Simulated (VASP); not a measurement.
Given:

```
CELL_PARAMETERS angstrom
      4.53202     0.00000     0.00000
      0.00000     4.53202     0.00000
      0.00000     0.00000    27.67764
ATOMIC_POSITIONS crystal
  Na 0.00000 0.50000 0.33022
  Na 0.50000 0.00000 0.43995
  Na 0.00000 0.50000 0.56005
  Na 0.50000 0.00000 0.66978
  I  0.00000 0.50000 0.44379
  I  0.50000 0.00000 0.32327
  I  0.00000 0.50000 0.67673
  I  0.50000 0.00000 0.55621
```

Method: PBEsol GGA, VASP's PBE PAW potentials (set 64) (plane waves; VASP 6.6.1). Settings: PREC = Normal, 400 eV cut-off, 5×5×1 Γ-centred mesh, Gaussian smearing of 0.050 eV, potentials Na_pv I.

Unless said otherwise, spin-orbit coupling is left out, though it shifts the bands of the heavy elements here.

Question: What does the run give for the energy per atom (σ→0), band gap (on the k-mesh) with the smallest direct gap where there is one?

Answer: 
```yaml
band gap (on the k-mesh): 3.72 eV
smallest direct gap (on the k-mesh): 3.72 eV
energy per atom (σ→0): -2.797 eV/atom
```

Total energies compare only between runs with the same potentials, cut-off and functional.

The cell is a thin slab with vacuum, built from NaI (rock salt): (100) face.
